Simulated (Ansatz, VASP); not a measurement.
## Cross-check of SiC (Moissanite) between VASP and Ansatz

Wanted: the spread between two codes on one cell, functional and k mesh. The cell is taken from a series of runs on this material, whose earlier steps may have relaxed, scaled, displaced or heated it; both programs get it as it stands.

Calculated with Ansatz 0.2.0; plane waves, with VASP 6.6.1 beside it; r2SCAN.

## (1) Starting point

Symmetry: P6_3mc, No. 186, hexagonal system. Conventional cell: a = 3.076 Å, b = 3.076 Å, c = 5.048 Å, α = 90.00°, β = 90.00°, γ = 120.00°. Si has 4 C at 1.87 to 1.94 Å nearest. Nearest to C lie 4 Si at 1.87 to 1.94 Å. Farther neighbours are not listed.

## (2) Ansatz: dielectric response, r2SCAN

Ansatz runs on its default PAW (the set named soft_2) files.

The response to a field tests empty states and converges slowly with the mesh.

input.yaml reads:

```yaml
crystal:
  lattice:
    - [3.076, 0.0, 0.0]
    - [-1.538, 2.663894142, 0.0]
    - [0.0, 0.0, 5.048]
  atoms:
    - { symbol: Si, position: [0.6666666667, 0.3333333333, 0.5] }
    - { symbol: Si, position: [0.3333333333, 0.6666666667, 0.0] }
    - { symbol: C, position: [0.6666666667, 0.3333333333, 0.885] }
    - { symbol: C, position: [0.3333333333, 0.6666666667, 0.385] }
kpoints:
  mp_grid: { grid: [8, 8, 5] }
scf:
  occupations: { method: fixed }
hamiltonian:
  xc: r2scan
  pseudopotentials: { kind: paw }
dielectric: {}
```

On the command line:

```console
ansatz run input.yaml --threads 4 --pin off --max-ram 8192MiB --backend cpu --events-out ev --progress --plain --runs-dir out
```

Numbers of over 12 decimals in the logs are rounded to 6 here.

What it wrote:

```text
Engine: ansatz 0.2.0, aarch64-unknown-linux-gnu
Pseudopotentials: kind: paw
Pseudopotential: Si, paw, valence charge 4, recommended cutoff 500 eV (meta_gga), Si.paw.azcp
Pseudopotential: C, paw, valence charge 4, recommended cutoff 500 eV (meta_gga), C.paw.azcp
Functional definition: r2SCAN
  parameter k0 = 0.174
  parameter k1 = 0.065
  parameter a1 = 4.9479
  exchange = r2scan_x(k0 = k0, k1 = k1, a1 = a1)
  correlation = r2scan_c
Crystal: 4 atoms, lattice volume = 41.364 Å³
Basis set: ecut = 500 eV, 1099 PW (Γ), exchange–correlation on 96×96×160 points (64 copies of the dense FFT grid, shifted against one another)
Bands: 12, of which v1, the nominal top of the filled ones, is band 8 counted from 1 (7 counted from 0)
Symmetry: 12 space group operations
k-points: 93 of 320 (irreducible under 2 space group operations, time reversal used)
Non-local potential: Si, projectors of the file, l = 0: 2, l = 1: 2, l = 2: 2
Non-local potential: C, projectors of the file, l = 0: 2, l = 1: 2, l = 2: 1
PAW form: soft (Blöchl's): semilocal exchange-correlation on the pseudo side does not see the compensation charge
PAW frozen core: Si, regenerated for the run's functional (the file was generated under x = pbe(κ = 0.804, μ = 0.219515), c = pbe(β = 0.066725))
PAW frozen core: C, regenerated for the run's functional (the file was generated under x = pbe(κ = 0.804, μ = 0.219515), c = pbe(β = 0.066725))
PAW one-centre angular grid: Si, 302 points (default); XC on 160 Gauss nodes
PAW one-centre angular grid: C, 302 points (default); XC on 239 of its mesh's 2573 points in the sphere
Initial density: superposition of atomic densities (neutral atoms: chi_scale 0, normalization atom), corrected by the library's trained network
Initial wavefunctions: pseudopotential atomic-orbital guess
Functional: x = r2scan, c = r2scan; τ floored in thin density (d = 2e-4 eV/Å³)
SCF iter   1: F=—  HF=-1782.524407 eV  |F-HF|=—  |Δ(HF+E_count)|=         —  Δρ=5.86e-3  dr2=9.28e-3  dr2_τ=3.92e-1  ethr=1.77e-3  ⟨swp⟩=4.2  Hψ=6465  notcnv=0  defer=181
preconditioner: auto → none  [insulator: Δε(μ)=2.923 eV  Ē_g=12.758 eV  n_scr=2 (ndim 8)  ℏωp=23.1 eV  f_vac=0.000  ε∞_Penn≈4.3]
SCF iter   2: F=—  HF=-1782.613828 eV  |F-HF|=—  |Δ(HF+E_count)|=   8.94e-2  Δρ=4.02e-3  dr2=3.60e-3  dr2_τ=6.63e-5  ethr=5.80e-5  ⟨swp⟩=3.0  Hψ=2964  notcnv=0  defer=185
SCF iter   3: F=—  HF=-1782.613728 eV  |F-HF|=—  |Δ(HF+E_count)|=   9.94e-5  Δρ=1.19e-3  dr2=5.14e-4  dr2_τ=1.02e-5  ethr=2.25e-5  ⟨swp⟩=2.1  Hψ=1987  notcnv=0  defer=185
SCF iter   4: F=—  HF=-1782.613781 eV  |F-HF|=—  |Δ(HF+E_count)|=   5.26e-5  Δρ=1.62e-4  dr2=7.63e-6  dr2_τ=2.14e-6  ethr=3.21e-6  ⟨swp⟩=2.0  Hψ=1987  notcnv=0  defer=185
SCF iter   5: F=—  HF=-1782.613777 eV  |F-HF|=—  |Δ(HF+E_count)|=   4.16e-6  Δρ=5.74e-5  dr2=8.92e-7  dr2_τ=3.80e-8  ethr=4.77e-8  ⟨swp⟩=2.0  Hψ=1831  notcnv=0
SCF iter   6: F=—  HF=-1782.613777 eV  |F-HF|=—  |Δ(HF+E_count)|=   4.66e-7  Δρ=1.86e-5  dr2=9.56e-8  dr2_τ=1.10e-9  ethr=5.58e-9  ⟨swp⟩=2.0  Hψ=1860  notcnv=0
SCF iter   7: F=—  HF=-1782.613777 eV  |F-HF|=—  |Δ(HF+E_count)|=   2.12e-8  Δρ=4.62e-6  dr2=6.59e-9  dr2_τ=6.23e-11  ethr=5.97e-10  ⟨swp⟩=2.0  Hψ=1860  notcnv=0
SCF iter   8: F=-1782.613777 eV  HF=-1782.613777 eV  |F-HF|=9.32e-12  |Δ(HF+E_count)|=   1.08e-9  Δρ=4.80e-7  dr2=8.20e-11  dr2_τ=7.51e-13  ethr=1.00e-12  ⟨swp⟩=2.2  Hψ=5082  notcnv=0
SCF 1 converged in 8 iterations: F = -1782.613777 eV  dr2 = 8.20e-11
  greatest PAW one-centre occupation: 0.659 electrons in one spin orbital (limit 2), on the C atom at site 3 (counted from 0), in its partial waves of l = 0
NSCF: frozen V_eff on 5 k-points
DFPT response loops at Γ: preconditioner auto → none (the input reference at scf.mixing.eps_inf says where Resta's filter doesn't serve); β = 0.50; Broyden in place of MSR1
── the response to a field inside a basis, on 8×8×6 k-points: an SCF that follows is theirs, and a resumed run solves both again ──
Bands: 9, of which v1, the nominal top of the filled ones, is band 8 counted from 1 (7 counted from 0)
k-points: 60 of 384 (irreducible under 4 space group operations, time reversal used)
Initial density: handed on by an earlier stage of this run
Initial wavefunctions: pseudopotential atomic-orbital guess (no wavefunctions were taken with the density)
Eigensolver: Dense (60 Hₖ)
SCF iter   1: F=—  HF=-1782.609754 eV  |F-HF|=—  |Δ(HF+E_count)|=         —  Δρ=1.07e-4  dr2=1.86e-6  dr2_τ=8.54e-7  ethr=1.00e-1
preconditioner: auto → none  [insulator: Δε(μ)=3.124 eV  Ē_g=10.976 eV  n_scr=2 (ndim 8)  ℏωp=23.1 eV  f_vac=0.000  ε∞_Penn≈5.4]
SCF iter   2: F=—  HF=-1782.609756 eV  |F-HF|=—  |Δ(HF+E_count)|=   1.74e-6  Δρ=5.43e-5  dr2=2.63e-7  dr2_τ=1.47e-7  ethr=1.16e-8
SCF iter   3: F=-1782.609756 eV  HF=-1782.609756 eV  |F-HF|=7.79e-8  |Δ(HF+E_count)|=   5.22e-7  Δρ=2.08e-5  dr2=4.08e-8  dr2_τ=5.78e-9  ethr=1.64e-9
SCF 1 converged in 3 iterations: F = -1782.609756 eV  dr2 = 4.08e-8
DFPT response loops at Γ: mixed as the last ones told, above
SCF converged after 8 iterations
Free energy (F): -1782.613777 eV
Harris-Foulkes:  -1782.613777 eV  (|F-HF|=9.32e-12)
Internal energy: -1782.613777 eV  (E = F + TS)
E sigma→0 (E₀):  -1782.613777 eV
Fermi energy:    9.685159 eV
--- Per-component energies (eV) ---
  E_band       = 51.051335
  E_kinetic    = 272.305522
  E_local      = -209.527277  (includes V_loc(G=0)·N_el)
  E_nonlocal   = 100.696717
  E_hartree    = 66.057146
  E_xc         = -202.798582
  E_vxc        = -237.403419  (∫ρ·V_xc dr)
  E_paw        = -1240.574022  (= ΣΔE_a)
  E_vpaw       = -18.280590  (= ΣTr[D̂ρ^β])
  E_aug_tail   = 0.000017  (compensation charges beyond the density's cutoff)
  E_vtau       = 11.145979  (kinetic-family band-sum trace: ∫τ·v_τ [+ j·A + Jᵃ·Aᵃ] dr)
  E_ewald      = -568.570884
  E_core_change = -0.202413  (= ΣΔE_core)
  E_smearing   = -0.000000  (= −TS)
  E_closure    = -0.000000  (closes the sum)
  Σ components = -1782.613777   (vs F -1782.613777, Δ=0.00e0)
--- Band table (eV; the first three rows and the last of 93) ---
  k-point 0: bands = [... 4 lower, 8.0407, 9.3877, 9.3877, 9.6852, 14.8510, 16.2294, 16.6955, 16.6955]
  k-point 1: bands = [... 4 lower, 8.1525, 8.5665, 9.2395, 9.2395, 15.0372, 16.7626, 16.7626, 17.0889]
  k-point 2: bands = [... 4 lower, 8.4599, 8.4599, 8.8734, 8.8734, 15.5798, 16.4137, 17.0840, 17.0840]
  k-point 92: bands = [... 4 lower, 4.3528, 5.0630, 6.7872, 7.9243, 14.7640, 14.9021, 16.9430, 17.1310]
--- Dielectric response (ions clamped): 3 representative field directions + reference, inside a basis on a mesh of 384 k-points (Σ response iterations 15) ---
  ε∞ (high-frequency dielectric tensor):
        6.430328     0.000000    -0.000000
       -0.000000     6.430328     0.000000
       -0.000000     0.000000     6.960619
  Born effective charges Z* (e; rows j = field, columns β = displacement):
    site 0:
         2.68857   -0.00000    0.00000
         0.00000    2.68857   -0.00000
        -0.00000    0.00000    2.92251
    site 1:
         2.68857   -0.00000    0.00000
        -0.00000    2.68857    0.00000
        -0.00000   -0.00000    2.92251
    site 2:
        -2.68857    0.00000    0.00000
        -0.00000   -2.68857    0.00000
         0.00000   -0.00000   -2.92251
    site 3:
        -2.68857    0.00000   -0.00000
         0.00000   -2.68857    0.00000
         0.00000    0.00000   -2.92251
  Z* charge neutrality: 1.350e-2 e pre-enforcement
  solved inside a basis spanned on kpoints, on 8×8×6 k-points, its susceptibility summed on 16×16×8: ε∞ is read to err by 3.5e-2, Z* by 2.6e-2 e (field_mesh: kpoints solves on kpoints); Z* is corrected for what the basis lacks
```

The column dr2 measures how far the density is from self-consistency, as an energy; F and HF (Harris–Foulkes) agree once it is small.

(Part 1 of 2 ends here.)

[Lines on the potential files, build, host, timing and source positions are cut from VASP's logs without a mark.]

[Logs are printed without paths, hosts, clocks, repeated set-up lines and the standing remarks that a program may print on its own settings, such as how far it seeks lower states.]

[Hosts, paths, dates, database ids (printed as entryN), source tags and the programs' standing remarks are cut or masked in the printed files.]
